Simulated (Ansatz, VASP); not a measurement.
# Sc3BC: VASP beside Ansatz

Aim: how closely do two programs agree when they are given the same cell, functional and k mesh? The cell is generated by rule, not measured, and may not be a known phase. The cell is taken from a series of runs on this material, whose earlier steps may have relaxed, scaled, displaced or heated it; both programs get it as it stands.

Program: Ansatz 0.2.0. Level of theory: plane waves, with VASP 6.6.1 beside it; relaxation of cell and atoms at LDA. Results are calculated unless marked as measured.

## (1) Set-up

The structure is cubic, space group Pm-3m (No. 221). The conventional cell has a = 4.269 Å, b = 4.269 Å, c = 4.269 Å, α = 90.00°, β = 90.00°, γ = 90.00°. Sc has 2 C at 2.13 Å and 8 Sc at 3.02 Å and 4 B at 3.02 Å nearest. B has 12 Sc at 3.02 Å nearest. C has 6 Sc at 2.13 Å nearest. Farther neighbours are not listed.

## (2) Ansatz: relaxation of cell and atoms, LDA, pair 1

Ansatz runs on its default PAW (the set named soft_2) files.

The relaxed volume is the usual yardstick between codes: in a stiff, nearly cubic crystal its relative difference is about their pressure difference at one cell divided by the bulk modulus.

File input.yaml:

```yaml
crystal:
  lattice:
    - [4.2688792747, 0.0, 0.0]
    - [0.0, 4.2688792747, 0.0]
    - [0.0, 0.0, 4.2688792747]
  atoms:
    - { symbol: Sc, position: [0.5, 0.0, 0.5] }
    - { symbol: Sc, position: [0.0, 0.5, 0.5] }
    - { symbol: Sc, position: [0.5, 0.5, 0.0] }
    - { symbol: B, position: [0.0, 0.0, 0.0] }
    - { symbol: C, position: [0.5, 0.5, 0.5] }
kpoints:
  mp_grid: { grid: [8, 8, 8] }
hamiltonian:
  xc: lda
scf:
  occupations: { method: gaussian, width: 0.1 }
output:
  forces: true
  stress: true
  eigenvalues: true
  write_density: true
  write_potential: true
  elf: true
  volumetric_format: npy
relax:
  adjacent_minimum: "off"
  f_tol: 0.005
  max_steps: 80
  cell: { stress_tol: 0.05 }
```

The run is started by

```
$ ansatz run input.yaml --threads 8 --pin off --max-ram 14336MiB --backend cpu --events-out ev --progress --plain --runs-dir out
```

Numbers of over 12 decimals in the logs are rounded to 6 here.

What it wrote:

```text
Engine: ansatz 0.2.0, x86_64-unknown-linux-gnu
Pseudopotentials: kind: paw
Pseudopotential: Sc, paw, valence charge 11, recommended cutoff 420 eV (normal), Sc.paw.azcp
Pseudopotential: B, paw, valence charge 3, recommended cutoff 420 eV (normal), B.paw.azcp
Pseudopotential: C, paw, valence charge 4, recommended cutoff 420 eV (normal), C.paw.azcp
Functional definition: SPW92
  exchange = slater_x
  correlation = pw_c
Crystal: 5 atoms, lattice volume = 77.793 Å³
Basis set: ecut = 420 eV, 1503 PW (Γ)
Bands: 25, of which v1, the nominal top of the filled ones, is band 20 counted from 1 (19 counted from 0)
Symmetry: 48 space group operations
Space group: Pm-3m (ITA 221), of the structure as read, at distance tolerance 4.3e-5 Å
k-points: 35 of 512
Non-local potential: Sc, projectors of the file, l = 0: 3, l = 1: 2, l = 2: 3, l = 3: 1
Non-local potential: B, projectors of the file, l = 0: 2, l = 1: 2, l = 2: 1
Non-local potential: C, projectors of the file, l = 0: 2, l = 1: 2, l = 2: 1
PAW form: soft (Blöchl's): semilocal exchange-correlation on the pseudo side does not see the compensation charge
PAW frozen core: Sc, regenerated for the run's functional, and the local potential with it (the file was generated under x = pbe(κ = 0.804, μ = 0.219515), c = pbe(β = 0.066725))
PAW frozen core: B, regenerated for the run's functional, and the local potential with it (the file was generated under x = pbe(κ = 0.804, μ = 0.219515), c = pbe(β = 0.066725))
PAW frozen core: C, regenerated for the run's functional, and the local potential with it (the file was generated under x = pbe(κ = 0.804, μ = 0.219515), c = pbe(β = 0.066725))
PAW one-centre angular grid: Sc, 590 points (default); XC on 64 Gauss nodes
PAW one-centre angular grid: B, 110 points (default); XC on 64 Gauss nodes
PAW one-centre angular grid: C, 110 points (default); XC on 64 Gauss nodes
Initial density: superposition of atomic densities (neutral atoms: chi_scale 0, normalization atom), corrected by the library's trained network
Initial wavefunctions: pseudopotential atomic-orbital guess
Functional: x = slater, c = lda
SCF iter   1: F=—  HF=-6660.666298 eV  |F-HF|=—  |Δ(HF+E_count)|=         —  Δρ=1.05e-2  dr2=1.75e-1  ethr=1.77e-3  ⟨swp⟩=4.3  Hψ=3512  notcnv=0
preconditioner: auto → Kerker (q_TF=auto, 2.442 Å⁻¹)  [metal: Δε(μ)=0.050 eV  Ē_g=4.826 eV  σ=0.100 eV  W_gap=0.26  n_scr=18 (ndim 8)  ℏωp=16.8 eV  f_vac=0.000  D(μ)=0.79/eV (n_scr^D=0)]
SCF iter   2: F=—  HF=-6660.631110 eV  |F-HF|=—  |Δ(HF+E_count)|=   3.52e-2  Δρ=4.77e-3  dr2=2.95e-2  ethr=4.37e-4  ⟨swp⟩=2.0  Hψ=1415  notcnv=0
SCF iter   3: F=—  HF=-6660.623346 eV  |F-HF|=—  |Δ(HF+E_count)|=   7.76e-3  Δρ=1.96e-3  dr2=5.16e-3  ethr=7.36e-5  ⟨swp⟩=2.0  Hψ=1024  notcnv=0
SCF iter   4: F=—  HF=-6660.621700 eV  |F-HF|=—  |Δ(HF+E_count)|=   1.65e-3  Δρ=5.29e-4  dr2=3.87e-4  ethr=1.29e-5  ⟨swp⟩=2.0  Hψ=1085  notcnv=0
SCF iter   5: F=—  HF=-6660.621597 eV  |F-HF|=—  |Δ(HF+E_count)|=   1.04e-4  Δρ=1.88e-4  dr2=2.42e-5  ethr=9.67e-7  ⟨swp⟩=2.3  Hψ=1160  notcnv=0
SCF iter   6: F=—  HF=-6660.621591 eV  |F-HF|=—  |Δ(HF+E_count)|=   5.89e-6  Δρ=3.58e-5  dr2=1.19e-6  ethr=6.05e-8  ⟨swp⟩=2.3  Hψ=1084  notcnv=0  defer=17
SCF iter   7: F=-6660.621591 eV  HF=-6660.621591 eV  |F-HF|=5.08e-9  |Δ(HF+E_count)|=   6.43e-8  Δρ=7.47e-6  dr2=3.76e-8  ethr=2.50e-10  ⟨swp⟩=8.9  Hψ=5255  notcnv=0
SCF 1 converged in 7 iterations: F = -6660.621591 eV  dr2 = 3.76e-8
  greatest PAW one-centre occupation: 0.998 electrons in one spin orbital (limit 2), on the Sc atom at site 2 (counted from 0), in its partial waves of l = 0
relax step   1: F+E_penalty+E_count = -6660.62159057 eV  Δ(F+E_penalty+E_count) = +0.000e0 eV  max|allowed force component| = 3.387e-29 eV/Å  Δτ_max = 0.0000 Å  P = -0.185 GPa  Ω = 77.793 Å³  (7 SCF iters, dr2 threshold 1.00e-7 eV, accepted)
[...]
relax step   2: F+E_penalty+E_count = -6660.62175344 eV  Δ(F+E_penalty+E_count) = -1.629e-4 eV  max|allowed force component| = 9.926e-30 eV/Å  Δτ_max = 0.0000 Å  P = +0.045 GPa  Ω = 77.649 Å³  energy of the carried Pulay correction = +9.947e-5 eV  (5 SCF iters, dr2 threshold 8.57e-8 eV, accepted)
[...]
relax step   3: F+E_penalty+E_count = -6660.62165354 eV  Δ(F+E_penalty+E_count) = +9.990e-5 eV  max|allowed force component| = 6.298e-30 eV/Å  Δτ_max = 0.0000 Å  P = +0.043 GPa  Ω = 77.649 Å³  stress off target by 4.34e-2 GPa  SCF on the basis re-selected at this cell (its energy is not comparable with the rows above)  (4 SCF iters)
basis re-selected at this cell: Δ(F+E_penalty+E_count) = +9.990e-5 eV, ΔP = -0.002 GPa vs the last step (what re-selecting the basis moved, of the pressure what is left beyond the Pulay correction that the steps carried, after the strain that the cell walked since its last selection, with what the two solves' SCF thresholds leave and, on support functions, any second-order correction that the steps lacked; it is no m [...]
SCF converged after 4 iterations
Free energy (F): -6660.621654 eV
Harris-Foulkes:  -6660.621654 eV  (|F-HF|=2.73e-11)
Internal energy: -6660.617698 eV  (E = F + TS)
E sigma→0 (E₀):  -6660.619676 eV
Entropy (-TS):   -0.003956 eV (-0.791 meV/atom)
Fermi energy:    9.803252 eV
--- Per-component energies (eV) ---
  E_band       = -431.245393
  E_kinetic    = 921.783094
  E_local      = -2706.035116  (includes V_loc(G=0)·N_el)
  E_nonlocal   = 297.367947
  E_hartree    = 950.836604
  E_xc         = -390.940537
  E_vxc        = -485.579434  (∫ρ·V_xc dr)
  E_paw        = -2893.200950  (= ΣΔE_a)
  E_vpaw       = -360.454892  (= ΣTr[D̂ρ^β])
  E_aug_tail   = 0.000028  (compensation charges beyond the density's cutoff)
  E_ewald      = -2841.452203
  E_core_change = 1.023435  (= ΣΔE_core)
  E_smearing   = -0.003956  (= −TS)
  E_closure    = 0.000000  (closes the sum)
  Σ components = -6660.621654   (vs F -6660.621654, Δ=0.00e0)
--- Forces (eV/Å), atoms counted from 1 ---
  atom   1  Sc    -0.00000000    -0.00000000    -0.00000000
  atom   2  Sc    -0.00000000    -0.00000000     0.00000000
  atom   3  Sc     0.00000000     0.00000000     0.00000000
  atom   4  B      0.00000000     0.00000000    -0.00000000
  atom   5  C      0.00000000     0.00000000    -0.00000000
  max |Σ_I F_I| component: 3.22e-30 eV/Å
--- Stress (GPa, compression-positive) ---
        0.043354      -0.000000      -0.000000
        0.000000       0.043354      -0.000000
       -0.000000      -0.000000       0.043354
  P = ⅓ Tr σ = 0.0434 GPa (0.434 kbar)
--- Band table (eV; the first three rows and the last of 35) ---
  k-point 0: bands = [... 16 lower, 9.2228, 9.7047, 9.7047, 9.7766, 9.7766, 9.7766, 11.8604, 11.8604, ... 1 higher]
  k-point 1: bands = [... 16 lower, 9.0935, 9.7218, 9.7409, 9.7409, 9.8253, 9.8424, 11.4644, 11.9794, ... 1 higher]
  k-point 2: bands = [... 16 lower, 8.8556, 9.0068, 9.6144, 9.6144, 9.9538, 10.2247, 11.4477, 12.2964, ... 1 higher]
  k-point 34: bands = [... 16 lower, 5.8418, 9.3754, 9.3754, 9.3754, 11.6745, 11.6745, 11.6745, 11.8590, ... 1 higher]
--- Relaxed structure (2 steps of the walk, 2 accepted, 1 SCFs on fresh bases) ---
  F+E_penalty+E_count = -6660.62165354 eV   max|allowed force component| = 6.298e-30 eV/Å   (the final SCF, on the basis selected at the relaxed cell)
  cell:  # Å, volume = 77.6486 Å³
    - [4.266233, 0, 0]
    - [0, 4.266233, 0.0]
    - [0.0, 0, 4.266233]
  atoms:
    - { symbol: Sc, position: [0.5, 0, 0.5] }
    - { symbol: Sc, position: [0, 0.5, 0.5] }
    - { symbol: Sc, position: [0.5, 0.5, 0] }
    - { symbol: B, position: [0, 0, 0] }
    - { symbol: C, position: [0.5, 0.5, 0.5] }
```

## (3) VASP: relaxation of cell and atoms, LDA, pair 1

The same cell, functional (in two slightly different forms), mesh and smearing now go to VASP, with its own data sets.

Lines of VASP's logs that name or quote its potential files are left out, and so is its time.

File INCAR:

```
SYSTEM = Sc3BC
PREC = Accurate
ENCUT = 600
EDIFF = 1E-07
NELM = 120
ISMEAR = 0
SIGMA = 0.1
LREAL = .FALSE.
ALGO = Normal
GGA = CA
NBANDS = 26
LASPH = .TRUE.
LORBIT = 11
LWAVE = .FALSE.
LCHARG = .FALSE.
ISIF = 3
IBRION = 2
NSW = 80
EDIFFG = -0.005
GGA_COMPAT = .FALSE.
NELMIN = 4
KPAR = 2
```

File POSCAR:

```
Sc3BC
1.0
    4.2688790000      0.0000000000      0.0000000000
    0.0000000000      4.2688790000      0.0000000000
    0.0000000000      0.0000000000      4.2688790000
Sc B C
3 1 1
Direct
    0.5000001171      0.0000000000      0.5000001171
    0.0000000000      0.5000001171      0.5000001171
    0.5000001171      0.5000001171      0.0000000000
    0.0000000000      0.0000000000      0.0000000000
    0.5000001171      0.5000001171      0.5000001171
```

File KPOINTS:

```
Automatic mesh
0
Gamma
8 8 8
0 0 0
```

Potentials, in the order of the species: Sc_sv, B and C (LDA family, release 64).

The run is started by

```
$ mpirun -np 2 vasp_std
```

What it wrote:

```text
[banner, memory and clock lines left out]
running    2 mpi-ranks, on    1 nodes
 distrk:  each k-point on    1 cores,    2 groups
 distr:  one band on    1 cores,    1 groups

 POSCAR found type information on POSCAR ScB C
 POSCAR found :  3 types and       5 ions
 LDA part: xc-table for (Slater(with rela. corr.)+CA(PZ))
 , standard interpolation
 POSCAR, INCAR and KPOINTS ok, starting setup
 FFT: planning ... GRIDC
 FFT: planning ... GRID_SOFT
 FFT: planning ... GRID
 WAVECAR not read
 entering main loop
       N       E                     dE             d eps       ncg     rms          rms(c)
DAV:   1     0.745157959840E+03    0.74516E+03   -0.20072E+04  1828   0.189E+03
DAV:   2     0.299647864431E+02   -0.71519E+03   -0.70661E+03  2540   0.720E+02
DAV:   3    -0.445893349699E+02   -0.74554E+02   -0.72704E+02  3040   0.293E+02
DAV:   4    -0.490006955058E+02   -0.44114E+01   -0.43735E+01  3064   0.601E+01
DAV:   5    -0.491112476052E+02   -0.11055E+00   -0.11021E+00  3056   0.120E+01    0.213E+01
DAV:   6    -0.389264928612E+02    0.10185E+02   -0.71684E+01  2978   0.559E+01    0.686E+00
DAV:   7    -0.386398912356E+02    0.28660E+00   -0.28400E+00  2952   0.135E+01    0.444E+00
DAV:   8    -0.385236958476E+02    0.11620E+00   -0.32031E-01  2958   0.446E+00    0.675E-01
DAV:   9    -0.385142906415E+02    0.94052E-02   -0.34813E-02  3136   0.147E+00    0.326E-01
DAV:  10    -0.385143520188E+02   -0.61377E-04   -0.72294E-03  2694   0.667E-01    0.150E-01
DAV:  11    -0.385141735147E+02    0.17850E-03   -0.10041E-03  2960   0.231E-01    0.313E-02
DAV:  12    -0.385141732043E+02    0.31047E-06   -0.51933E-05  3008   0.589E-02    0.849E-03
DAV:  13    -0.385141721364E+02    0.10679E-05   -0.12496E-05  2800   0.259E-02    0.282E-03
DAV:  14    -0.385141721192E+02    0.17144E-07   -0.14747E-06  2614   0.892E-03    0.172E-03
DAV:  15    -0.385141720649E+02    0.54299E-07   -0.26380E-07  1840   0.543E-03
   1 F= -.38514172E+02 E0= -.38512153E+02  d E =-.385142E+02
 curvature:   0.00 expect dE= 0.000E+00 dE for cont linesearch  0.000E+00
 trial: gam= 0.00000 g(F)=  0.000E+00 g(S)=  0.102E-02 ort = 0.000E+00 (trialstep = 0.100E+01)
 search vector abs. value=  0.102E-02
 bond charge predicted
       N       E                     dE             d eps       ncg     rms          rms(c)
DAV:   1    -0.385230679906E+02   -0.88959E-02   -0.28133E-01  2020   0.698E+00    0.770E-01
DAV:   2    -0.385154565436E+02    0.76114E-02   -0.32659E-02  2876   0.232E+00    0.205E-01
DAV:   3    -0.385144642582E+02    0.99229E-03   -0.22456E-03  2832   0.419E-01    0.886E-02
DAV:   4    -0.385143207702E+02    0.14349E-03   -0.41719E-04  2650   0.212E-01    0.499E-02
DAV:   5    -0.385143138531E+02    0.69171E-05   -0.30232E-05  3050   0.661E-02    0.284E-02
DAV:   6    -0.385143125962E+02    0.12569E-05   -0.54622E-06  2658   0.224E-02    0.158E-03
DAV:   7    -0.385143126172E+02   -0.20970E-07   -0.35370E-07  2160   0.688E-03
   2 F= -.38514313E+02 E0= -.38512309E+02  d E =-.140552E-03
 trial-energy change:   -0.000141  1 .order   -0.000140   -0.001024    0.000743
 step:   0.5793(harm=  0.5793)  dis= 0.00000  next Energy=   -38.514469 (dE=-0.297E-03)
 bond charge predicted
       N       E                     dE             d eps       ncg     rms          rms(c)
DAV:   1    -0.385160117563E+02   -0.16992E-02   -0.49577E-02  2014   0.293E+00    0.324E-01
DAV:   2    -0.385146716456E+02    0.13401E-02   -0.56333E-03  2848   0.963E-01    0.868E-02
DAV:   3    -0.385144953086E+02    0.17634E-03   -0.40004E-04  2842   0.183E-01    0.372E-02
DAV:   4    -0.385144703918E+02    0.24917E-04   -0.72401E-05  2704   0.869E-02    0.211E-02
DAV:   5    -0.385144691523E+02    0.12395E-05   -0.51096E-06  3044   0.275E-02    0.120E-02
DAV:   6    -0.385144689248E+02    0.22756E-06   -0.92913E-07  2262   0.943E-03    0.630E-04
DAV:   7    -0.385144689269E+02   -0.21482E-08   -0.64526E-08  1042   0.489E-03
   3 F= -.38514469E+02 E0= -.38512459E+02  d E =-.296862E-03
 curvature:  -0.29 expect dE=-0.310E-07 dE for cont linesearch -0.310E-07
 trial: gam= 0.00000 g(F)=  0.153E-48 g(S)=  0.107E-06 ort =-0.105E-04 (trialstep = 0.916E+00)
 search vector abs. value=  0.107E-06
 reached required accuracy - stopping structural energy minimisation
```

OUTCAR, selected parts (step 3):

```text
ion  position               nearest neighbor table
   1  0.500  0.000  0.500-   5 2.13   5 2.13   3 3.02   2 3.02   2 3.02   3 3.02   3 3.02   2 3.02
                             2 3.02   3 3.02
   2  0.000  0.500  0.500-   5 2.13   5 2.13   3 3.02   1 3.02   1 3.02   3 3.02   3 3.02   1 3.02
                             1 3.02   3 3.02
   3  0.500  0.500  0.000-   5 2.13   5 2.13   2 3.02   1 3.02   1 3.02   2 3.02   1 3.02   2 3.02
                             2 3.02   1 3.02
   4  0.000  0.000  0.000-
   5  0.500  0.500  0.500-   1 2.13   2 2.13   3 2.13   3 2.13   1 2.13   2 2.13

  LATTYP: Found a simple cubic cell.
 ALAT       =     4.2688790000

 Subroutine GETGRP returns: Found 48 space group operations
 (whereof 48 operations were pure point group operations)

The static configuration has the point symmetry O_h .

 Found     35 irreducible k-points:

   k-points           NKPTS =     35   k-points in BZ     NKDIM =     35   number of bands    NBANDS=     26

   dimension x,y,z NGX =    36 NGY =   36 NGZ =   36
   dimension x,y,z NGXF=    72 NGYF=   72 NGZF=   72

   ENCUT  =  600.0 eV  44.10 Ry    6.64 a.u.   8.53  8.53  8.53*2*pi/ulx,y,z

   NELECT =      40.0000    total number of electrons

 k-points in reciprocal lattice and weights: Automatic mesh
   0.00000000  0.00000000  0.00000000       0.002
   0.12500000  0.00000000  0.00000000       0.012
   0.25000000  0.00000000  0.00000000       0.012
   0.37500000  0.00000000  0.00000000       0.012
   0.50000000  0.00000000  0.00000000       0.006
   0.12500000  0.12500000  0.00000000       0.023
   0.25000000  0.12500000  0.00000000       0.047
   0.37500000  0.12500000  0.00000000       0.047
   0.50000000  0.12500000  0.00000000       0.023
[...]
0.50000000  0.50000000  0.37500000       0.012
   0.50000000  0.50000000  0.50000000       0.002

 average (electrostatic) potential at core
       1 -45.8637       2 -45.8637       3 -45.8637       4 -33.3417       5 -53.0883

 E-fermi :   4.0062

 k-point     1 :       0.0000    0.0000    0.0000
  band No.  band energies     occupation
    ...
     18       3.9037      1.85282
     19       3.9037      1.85282
     20       3.9793      1.29644
     21       3.9793      1.29644
     22       3.9793      1.29644
     23       6.0708      0.00000
     24       6.0708      0.00000
     25       6.0708      0.00000
     26       7.3059      0.00000

 k-point     2 :       0.1250    0.0000    0.0000
  band No.  band energies     occupation
    ...
     18       3.9274      1.73484
     19       3.9440      1.62114
     20       3.9440      1.62114
     21       4.0281      0.75767
     22       4.0409      0.62370
     23       5.6656      0.00000
     24       6.1866      0.00000
     25       6.1866      0.00000
     26       7.2149      0.00000

 k-point     3 :       0.2500    0.0000    0.0000
  band No.  band energies     occupation
    ...
     16       3.0682      2.00000
     17       3.0682      2.00000
     18       3.2180      2.00000
     19       3.8180      1.99223
     20       3.8180      1.99223
     21       4.1567      0.03337
     22       4.4220      0.00000
     23       5.6404      0.00000
     24       6.4975      0.00000
     25       6.4975      0.00000
    ...

  Total       -0.0019232     -0.0019232     -0.0019232      0.0000000     -0.0000000      0.0000000
  in kB       -0.0394852     -0.0394852     -0.0394852      0.0000000     -0.0000000      0.0000000
  external PRESSURE =      -0.0394852 kB  Pullay stress =       0.0000000 kB

  energy-cutoff  :      600.00
  volume of cell :       78.04
      direct lattice vectors                 reciprocal lattice vectors
     4.273366250 -0.000000000 -0.000000000     0.234007558  0.000000000  0.000000000
     0.000000000  4.273366250 -0.000000000     0.000000000  0.234007558  0.000000000
     0.000000000 -0.000000000  4.273366250     0.000000000  0.000000000  0.234007558

 POSITION                                       TOTAL-FORCE (eV/Angst)
 -----------------------------------------------------------------------------------
      2.13668     -0.00000      2.13668         0.000000      0.000000      0.000000
      0.00000      2.13668      2.13668         0.000000      0.000000      0.000000
      2.13668      2.13668     -0.00000         0.000000     -0.000000      0.000000
      0.00000      0.00000      0.00000         0.000000     -0.000000      0.000000
      2.13668      2.13668      2.13668         0.000000     -0.000000      0.000000
 -----------------------------------------------------------------------------------
    total drift:                               -0.001365     -0.001365     -0.001365

  FREE ENERGIE OF THE ION-ELECTRON SYSTEM (eV)
  ---------------------------------------------------
  free  energy   TOTEN  =       -38.5144689269 eV

  energy  without entropy=      -38.5104484614  energy(sigma->0) =      -38.51245869

 reached required accuracy - stopping structural energy minimisation

 total charge
# of ion       s       p       d       tot
------------------------------------------
    1        2.242   6.232   1.176   9.650
    2        2.242   6.232   1.176   9.650
    3        2.242   6.232   1.176   9.650
    4        0.638   0.827   0.000   1.466
    5        0.902   1.598   0.000   2.500
--------------------------------------------------
tot          8.267  21.122   3.527  32.916

[... 3 further parts left out ...]
```

## (4) Comparison

Known differences besides the potentials themselves: the two LDA forms differ slightly; the cutoff is 420 eV in Ansatz and 600 eV in VASP; VASP's log shows a relativistic correction to its local exchange, Ansatz's none; Ansatz adds a Pulay correction to the stress that steers its cell, VASP none. Total energies have different zeros and are not compared.

Both answers:

| quantity | Ansatz | VASP | difference |
| --- | --- | --- | --- |
| volume (Å³) | 77.65 | 78.04 | -0.50 % |
| edge a after relaxation, in the typed setting (Å) | 4.266 | 4.273 | -0.17 % |

(Part 1 of 2 ends here.)

[Lines on the potential files, build, host, timing and source positions are cut from VASP's logs without a mark.]

[Logs are printed without paths, hosts, clocks, repeated set-up lines and the standing remarks that a program may print on its own settings, such as how far it seeks lower states.]

[Hosts, paths, dates, database ids (printed as entryN), source tags and the programs' standing remarks are cut or masked in the printed files.]
